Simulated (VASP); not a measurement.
VASP input:

KPOINTS:
```
Automatic mesh
0
Gamma
9 9 9
0 0 0
```

File POSCAR:
```
MgS
1
    0.0000000000     2.5734610000     2.6758360000
    2.5287920000     0.0000000000     2.6758360000
    2.5287920000     2.5734610000     0.0000000000
Mg S
1 1
Direct
  0.0000000000   0.0000000000   0.0000000000
  0.4879580000   0.5120420000   0.5120420000
```

### INCAR
```
ENCUT = 400
EDIFF = 1E-6
GGA = PE   # PBE
SYSTEM = MgS
SIGMA = 0.05   # width (eV)
LCHARG = .FALSE.
LWAVE = .FALSE.
ISIF = 2   # forces and stress, cell fixed
PREC = Accurate
ISMEAR = 0
LREAL = .FALSE.   # projection in real space or not
LASPH = .TRUE.   # aspherical one-centre terms
NELM = 100
ALGO = Normal   # blocked Davidson
```

POTCAR, in this order: Mg S (PBE.64 set). Program: vasp_std.

Problem. Write an equivalent input for Quantum ESPRESSO's pw.x.

Solution. One equivalent input (not run):
```
&CONTROL
  calculation = 'scf'
  pseudo_dir = './pseudo'
  outdir = './out'
  tprnfor = .true.
  tstress = .true.
/
&SYSTEM
  ibrav = 0
  nat = 2
  ntyp = 2
  ecutwfc = 84
  occupations = 'smearing'
  smearing = 'gaussian'
  degauss = 0.003675
  input_dft = 'pbe'
/
&ELECTRONS
  conv_thr = 7.3e-08
  electron_maxstep = 100
/
ATOMIC_SPECIES
  Mg 24.305 Mg.upf
  S 32.060 S.upf
CELL_PARAMETERS angstrom
     0.0000000    2.5734610    2.6758360
     2.5287920    0.0000000    2.6758360
     2.5287920    2.5734610    0.0000000
ATOMIC_POSITIONS crystal
  Mg   0.0000000  0.0000000  0.0000000
  S    0.4879580  0.5120420  0.5120420
K_POINTS automatic
  9 9 9 0 0 0
```
What does not carry over: the potentials are each code's own (VASP's PAW set, PseudoDojo norm-conserving files in pw.x), so ENCUT and ecutwfc are chosen apart and not converted; conv_thr bounds pw.x's estimated SCF error, while EDIFF bounds the energy change between steps.

The compound is MgS in the rock salt structure. The cell was not relaxed at this level, atoms are displaced from their ideal sites. The run is one of a series of settings (KPOINTS 9×9×9 Γ-centred mesh against the base run), some of them coarse on purpose.
